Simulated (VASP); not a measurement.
An input for Ansatz (written as the equivalent of a VASP run, and not itself run):

Ansatz 0.2 input:
```yaml
crystal:
  lattice:
    - [0.0000000, 2.3357716, 2.3357716]
    - [2.3357716, 0.0000000, 2.3357716]
    - [2.3357716, 2.3357716, 0.0000000]
  atoms:
    - { symbol: Na, position: [0.0000000, 0.0000000, 0.0000000] }
    - { symbol: F, position: [0.5000000, 0.5000000, 0.5000000] }
kpoints:
  mp_grid: { grid: [10, 10, 10] }
hamiltonian:
  xc: pbe
  dispersion: d4
  pseudopotentials: { kind: paw }
scf:
  occupations: { method: gaussian, width: 0.05 }
  max_iter: 100
output: { forces: true, stress: true, eigenvalues: true }
```

Q: Write the VASP files for the same calculation (PBE-D4).

A: Several could match; the one computed here: 
### INCAR
```
SYSTEM = NaF
PREC = Accurate
ENCUT = 520
EDIFF = 1E-7
NELM = 100
ALGO = Normal
LREAL = .FALSE.
LASPH = .TRUE.
ISMEAR = 0
SIGMA = 0.05
GGA = PE
IVDW = 13
LWAVE = .FALSE.
LCHARG = .FALSE.
ISIF = 2
```

KPOINTS:
```
Automatic mesh
0
Gamma
10 10 10
0 0 0
```

File POSCAR:
```
NaF
1
    0.0000000000     2.3357715596     2.3357715596
    2.3357715596     0.0000000000     2.3357715596
    2.3357715596     2.3357715596     0.0000000000
Na F
1 1
Direct
  0.0000000000   0.0000000000   0.0000000000
  0.5000000000   0.5000000000   0.5000000000
```

POTCAR, in this order: Na_pv F (PBE.64 set). Program: vasp_std.

What does not carry over: each code has its own PAW files, so the cut-off isn't converted (ENCUT is set for VASP's; basis.ecutwfc is left out, and Ansatz then takes the one that its files recommend); Ansatz stops its SCF on the density residual and VASP on the energy change (EDIFF).

The compound is NaF in the rock salt structure. It was relaxed first.
